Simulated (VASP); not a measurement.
Output of a VASP run:

OUTCAR:
```
 ion  position               nearest neighbor table
   1  0.000  0.219  0.667-   2 2.40   3 2.40
   2  0.781  0.781  0.000-   1 2.40   3 2.40
   3  0.219  0.000  0.333-   2 2.40   1 2.40
  LATTYP: Found a hexagonal cell.
 ALAT       =     4.5265303396
 C/A-ratio  =     1.1147062657
 Subroutine PRICEL returns:
 Original cell was already a primitive cell.
 Subroutine GETGRP returns: Found  6 space group operations
The static configuration has the point symmetry C_2 .
 The point group associated with its full space group is D_3 .
The dynamic configuration has the point symmetry C_2 .
 Subroutine INISYM returns: Found  6 space group operations
 Subroutine IBZKPT returns following result:
 Found     24 irreducible k-points:

 Following reciprocal coordinates:
            Coordinates               Weight
  0.000000  0.000000  0.000000      1.000000
  0.166667 -0.000000  0.000000      6.000000
  0.333333 -0.000000  0.000000      6.000000
  0.500000 -0.000000  0.000000      3.000000
  0.166667  0.166667  0.000000      6.000000
  0.333333  0.166667  0.000000     12.000000
  0.333333  0.333333  0.000000      2.000000
  0.000000  0.000000  0.250000      2.000000
  0.166667 -0.000000  0.250000      6.000000
 -0.000000  0.166667  0.250000      6.000000
  0.333333 -0.000000  0.250000      6.000000
 -0.000000  0.333333  0.250000      6.000000
  0.500000 -0.000000  0.250000      6.000000
  0.166667  0.166667  0.250000     12.000000
  0.333333  0.166667  0.250000     12.000000
 -0.166667  0.500000  0.250000     12.000000
  0.333333  0.333333  0.250000      4.000000
  0.000000  0.000000  0.500000      1.000000
  0.166667 -0.000000  0.500000      6.000000
  0.333333 -0.000000  0.500000      6.000000
  0.500000 -0.000000  0.500000      3.000000
  0.166667  0.166667  0.500000      6.000000
  0.333333  0.166667  0.500000     12.000000
  0.333333  0.333333  0.500000      2.000000
   k-points           NKPTS =     24   k-points in BZ     NKDIM =     24   number of bands    NBANDS=     13
   number of dos      NEDOS =    301   number of ions     NIONS =      3
   total plane-waves  NPLWV =  51840
   dimension x,y,z NGX =    36 NGY =   36 NGZ =   40
   dimension x,y,z NGXF=    72 NGYF=   72 NGZF=   80
   ions per type =               3
   PREC   = accura    normal or accurate (medium, high low for compatibility)
   ISTART =      0    job   : 0-new  1-cont  2-samecut
   ICHARG =      2    charge: 1-file 2-atom 10-const
   ISPIN  =      1    spin polarized calculation?
   LNONCOLLINEAR =      F non collinear calculations
   LSORBIT =      F    spin-orbit coupling
   INIWAV =      1    electr: 0-lowe 1-rand  2-diag
   ENCUT  =  520.0 eV  38.22 Ry    6.18 a.u.   8.42  8.42  9.38*2*pi/ulx,y,z
   NELM   =    100;   NELMIN=  2; NELMDL= -5     # of ELM steps
   EDIFF  = 0.1E-05   stopping-criterion for ELM
   LREAL  =      F    real-space projection
   NLSPLINE    = F    spline interpolate recip. space projectors
   LMAXMIX     =    4 max onsite mixed and CHGCAR
   VOSKOWN=      0    Vosko Wilk Nusair interpolation
   EDIFFG = 0.1E-04   stopping-criterion for IOM
   NSW    =      0    number of steps for IOM
   NBLOCK =      1;   KBLOCK =      1    inner block; outer block
   IBRION =     -1    ionic relax: 0-MD 1-quasi-New 2-CG
   NFREE  =      0    steps in history (QN), initial steepest desc. (CG)
   ISIF   =      2    stress and relaxation
   ISYM   =      2    0-nonsym 1-usesym 2-fastsym
   TEIN   =    0.0    initial temperature
   TEBEG  =    0.0;   TEEND  =   0.0 temperature during run
   SMASS  =  -3.00    Nose mass-parameter (am)
   PSTRESS=    0.0 pullay stress
   NELECT =      18.0000    total number of electrons
   EFERMI =   0.00;   METHOD = LEGACY
   ISMEAR =     0;   SIGMA  =   0.05  broadening in eV -4-tet -1-fermi 0-gaus
   IALGO  =     38    algorithm
   LDIAG  =      T    sub-space diagonalisation (order eigenvalues)
   IMIX   =      4    mixing-type and parameters
...
```

**OSZICAR**
```
       N       E                     dE             d eps       ncg     rms          rms(c)
DAV:   1     0.911130719489E+02    0.91113E+02   -0.72015E+03   624   0.113E+03
DAV:   2    -0.411445713836E+01   -0.95228E+02   -0.91157E+02   858   0.176E+02
DAV:   3    -0.105327551331E+02   -0.64183E+01   -0.63782E+01   744   0.538E+01
DAV:   4    -0.105961127571E+02   -0.63358E-01   -0.63308E-01   729   0.642E+00
DAV:   5    -0.105967213045E+02   -0.60855E-03   -0.60850E-03   784   0.613E-01    0.644E+00
DAV:   6    -0.105316612645E+02    0.65060E-01   -0.41960E-02   719   0.149E+00    0.398E+00
DAV:   7    -0.105095955426E+02    0.22066E-01   -0.82143E-02   689   0.207E+00    0.200E-01
DAV:   8    -0.105090201657E+02    0.57538E-03   -0.99101E-03   659   0.705E-01    0.999E-02
DAV:   9    -0.105091623921E+02   -0.14223E-03   -0.32436E-04   799   0.138E-01    0.295E-02
DAV:  10    -0.105092036849E+02   -0.41293E-04   -0.61640E-05   674   0.602E-02    0.825E-03
DAV:  11    -0.105092075700E+02   -0.38851E-05   -0.10455E-05   744   0.220E-02    0.385E-03
DAV:  12    -0.105092073211E+02    0.24890E-06   -0.20471E-06   502   0.106E-02
   1 F= -.10509207E+02 E0= -.10509207E+02  d E =-.217904E-12
```

OUTCAR:
```
------------------------ aborting loop because EDIFF is reached ----------------------------------------
  FORCE on cell =-STRESS in cart. coord.  units (eV):
  Direction    XX          YY          ZZ          XY          YZ          ZX
  --------------------------------------------------------------------------------------
  Total       -0.0021960     -0.0021960      0.0108812      0.0000000     -0.0000000      0.0000000
  in kB       -0.0392974     -0.0392974      0.1947158      0.0000000     -0.0000000      0.0000000
  external PRESSURE =       0.0387070 kB  Pullay stress =       0.0000000 kB
  volume of cell :       89.53
      direct lattice vectors                 reciprocal lattice vectors
     2.263265177 -3.920090261  0.000000000     0.220919760 -0.127548084  0.000000000
     2.263265177  3.920090261  0.000000000     0.220919760  0.127548084  0.000000000
     0.000000000  0.000000000  5.045751731     0.000000000  0.000000000  0.198186525
 POSITION                                       TOTAL-FORCE (eV/Angst)
 -----------------------------------------------------------------------------------
      0.49532      0.85792      3.36384         0.002424      0.004199      0.000000
      3.53589      0.00000      0.00000        -0.004848      0.000000      0.000000
      0.49532     -0.85792      1.68192         0.002424     -0.004199     -0.000000
 -----------------------------------------------------------------------------------
    total drift:                               -0.000190     -0.000450      0.000007
  FREE ENERGIE OF THE ION-ELECTRON SYSTEM (eV)
  ---------------------------------------------------
  free  energy   TOTEN  =       -10.5092073211 eV

  energy  without entropy=      -10.5092073211  energy(sigma->0) =      -10.50920732
```
(Selected blocks of OUTCAR.)

POSCAR:
```
Se
1
    2.2632651768    -3.9200902611     0.0000000000
    2.2632651768     3.9200902611     0.0000000000
    0.0000000000     0.0000000000     5.0457517313
Se
3
Direct
  0.0000000000   0.2188512717   0.6666670000
  0.7811487283   0.7811487283   0.0000000000
  0.2188512717   0.0000000000   0.3333330000
```

Q: Write an INCAR and KPOINTS that could have produced this output.

A: Several could match; the one computed here: the input of the run itself, PBE GGA, plane waves, VASP's PBE PAW potentials (set 64).

### KPOINTS
```
Regular mesh
0
G
6 6 4
0 0 0
```

INCAR:
```
SYSTEM  =  Se
PREC  =  Accurate; ENCUT  =  520; LREAL  =  .FALSE.
LASPH  =  .TRUE.
EDIFF  =  1E-6; NELM  =  100; ALGO  =  Normal
LMAXMIX  =  4
ISMEAR  =  0; SIGMA  =  0.05
GGA  =  PE
LWAVE  =  .TRUE.; LCHARG  =  .FALSE.
```

POTCAR, in this order: Se (PBE.64 set). Program: vasp_std.

Without a dispersion term in the relaxation, distances and binding between the weakly bound layers, chains or molecules are unreliable, and so is what depends on them.

The compound is Se in the trig structure. It was relaxed first, which changed the volume by +9 %.
